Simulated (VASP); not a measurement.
Calculation: PBE GGA, VASP's PBE PAW potentials (set 64) (plane waves; VASP).

Input for VASP

File POSCAR:
```
Dy
11.5260
  0.1588495575  -0.2751355197   0.0000000000
  0.1588495575   0.2751355197   0.0000000000
  0.0000000000   0.0000000000   0.5000000000
Dy
2
Cart
  0.1588495575   0.0917120233   0.1250000000
  0.1588495575  -0.0917120233   0.3750000000
```

**INCAR**
```
EDIFF = 1E-6   ! SCF stop (eV)
ALGO = Normal
SYSTEM = Dy
NELM = 100
LASPH = T
LWAVE = F
ISIF = 2
LCHARG = F
ISMEAR = 1
ENCUT = 400   ! plane-wave cut-off (eV)
PREC = Accurate
SIGMA = 0.1
LREAL = F   ! projection in real space or not
LMAXMIX = 6   ! l cut-off of mixed one-centre charges
GGA = PE
```

**KPOINTS**
```
Automatic mesh
0
Gamma
8 8 5
```

POTCAR, in this order: Dy_3 (PBE.64 set). Program: vasp_std.

Output

**OSZICAR**
```
       N       E                     dE             d eps       ncg     rms          rms(c)
DAV:   1     0.387237513968E+02    0.38724E+02   -0.78425E+03   788   0.102E+03
DAV:   2    -0.640261740770E+01   -0.45126E+02   -0.44138E+02   790   0.264E+02
DAV:   3    -0.892900287895E+01   -0.25264E+01   -0.23988E+01  1102   0.347E+01
DAV:   4    -0.902790026038E+01   -0.98897E-01   -0.96786E-01  1007   0.746E+00
DAV:   5    -0.903150832489E+01   -0.36081E-02   -0.36069E-02  1139   0.965E-01    0.231E+01
DAV:   6    -0.902805133405E+01    0.34570E-02   -0.25928E-02  1177   0.147E+00    0.138E+01
DAV:   7    -0.903452475904E+01   -0.64734E-02   -0.47955E-02  1181   0.201E+00    0.232E-01
DAV:   8    -0.903417640592E+01    0.34835E-03   -0.27368E-03  1000   0.435E-01    0.615E-02
DAV:   9    -0.903419542327E+01   -0.19017E-04   -0.22487E-04  1056   0.137E-01    0.324E-02
DAV:  10    -0.903418841790E+01    0.70054E-05   -0.40648E-05  1045   0.503E-02    0.432E-02
DAV:  11    -0.903418930089E+01   -0.88299E-06   -0.51242E-06   945   0.184E-02
   1 F= -.90341893E+01 E0= -.90326566E+01  d E =-.459805E-02
```

OUTCAR:
```
------------------------ aborting loop because EDIFF is reached ----------------------------------------
  FORCE on cell =-STRESS in cart. coord.  units (eV):
  Direction    XX          YY          ZZ          XY          YZ          ZX
  --------------------------------------------------------------------------------------
  Total       -0.6896672     -0.6896673     -0.8613478      0.0000000      0.0000000      0.0000000
  in kB      -16.5113147    -16.5113166    -20.6215177      0.0000000      0.0000000      0.0000000
  external PRESSURE =     -17.8813830 kB  Pullay stress =       0.0000000 kB
  volume of cell :       66.92
      direct lattice vectors                 reciprocal lattice vectors
     1.830900000 -3.171212000  0.000000000     0.273089737 -0.157668425  0.000000000
     1.830900000  3.171212000  0.000000000     0.273089737  0.157668425  0.000000000
     0.000000000  0.000000000  5.763000000     0.000000000  0.000000000  0.173520736
 POSITION                                       TOTAL-FORCE (eV/Angst)
 -----------------------------------------------------------------------------------
      1.83090      1.05707      1.44075        -0.000000      0.000000      0.000000
      1.83090     -1.05707      4.32225         0.000000     -0.000000      0.000000
 -----------------------------------------------------------------------------------
    total drift:                               -0.000004      0.000106     -0.000011
  FREE ENERGIE OF THE ION-ELECTRON SYSTEM (eV)
  ---------------------------------------------------
  free  energy   TOTEN  =        -9.0341893009 eV

  energy  without entropy=       -9.0295912526  energy(sigma->0) =       -9.03265662
```
(Selected blocks of OUTCAR.)

The 4f electrons are frozen in the core of the lanthanide potential, so 4f levels, which can set the real gap, and their magnetism are missing.

The compound is Dy in the hcp structure. The cell was not relaxed at this level. The run is one of a series of settings (KPOINTS 8×8×5 Γ-centred mesh against the base run), some of them coarse on purpose.
